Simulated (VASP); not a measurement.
An input for Ansatz (written as the equivalent of a VASP run, and not itself run):

Ansatz 0.2 input:
```yaml
crystal:
  lattice:
    - [3.4665629, 0.0000000, 0.0000000]
    - [0.0000000, 3.4665629, 0.0000000]
    - [0.0000000, 0.0000000, 3.4665629]
  atoms:
    - { symbol: Si, position: [0.0000000, 0.0000000, 0.0000000] }
    - { symbol: Ni, position: [0.0000000, 0.5000000, 0.5000000] }
    - { symbol: Ni, position: [0.5000000, 0.0000000, 0.5000000] }
    - { symbol: Ni, position: [0.5000000, 0.5000000, 0.0000000] }
kpoints:
  mp_grid: { grid: [10, 10, 10] }
hamiltonian:
  xc: pbe
  dispersion: d3bj
  pseudopotentials: { kind: paw }
scf:
  occupations: { method: tetrahedron }
  max_iter: 100
output: { forces: true, stress: true, eigenvalues: true }
```

Task: Translate this input to VASP (INCAR, KPOINTS, POSCAR, choice of POTCAR).

Result: Several could match; the one computed here: 
### POSCAR
```
Ni3Si
1
    3.4665628982     0.0000000000     0.0000000000
    0.0000000000     3.4665628982     0.0000000000
    0.0000000000     0.0000000000     3.4665628982
Si Ni
1 3
Direct
  0.0000000000   0.0000000000   0.0000000000
  0.0000000000   0.5000000000   0.5000000000
  0.5000000000   0.0000000000   0.5000000000
  0.5000000000   0.5000000000   0.0000000000
```

File KPOINTS:
```
Automatic mesh
0
Gamma
10 10 10
0 0 0
```

**INCAR**
```
# general
SYSTEM  = Ni3Si
PREC    = Accurate
ENCUT   = 520
LREAL   = .False.
LASPH   = .True.

# electronic loop
EDIFF   = 1E-7
NELM    = 100
ALGO    = Normal
LMAXMIX = 4

# smearing
ISMEAR  = -5

# functional
GGA     = PE
IVDW    = 12

# ions
ISIF    = 2

# output
LWAVE   = .False.
LCHARG  = .True.
LORBIT  = 11
NEDOS   = 601

# other
LEFG    = .True.
```

POTCAR, in this order: Si Ni (PBE.64 set). Program: vasp_std.

The two are equivalent in intent, not identical: each code has its own PAW files, so the cut-off isn't converted (ENCUT is set for VASP's; basis.ecutwfc is left out, and Ansatz then takes the one that its files recommend); Ansatz stops its SCF on the density residual and VASP on the energy change (EDIFF); the field gradients of LEFG aren't asked of the other code.

The compound is Ni3Si in the L1_2 structure. It was relaxed first.
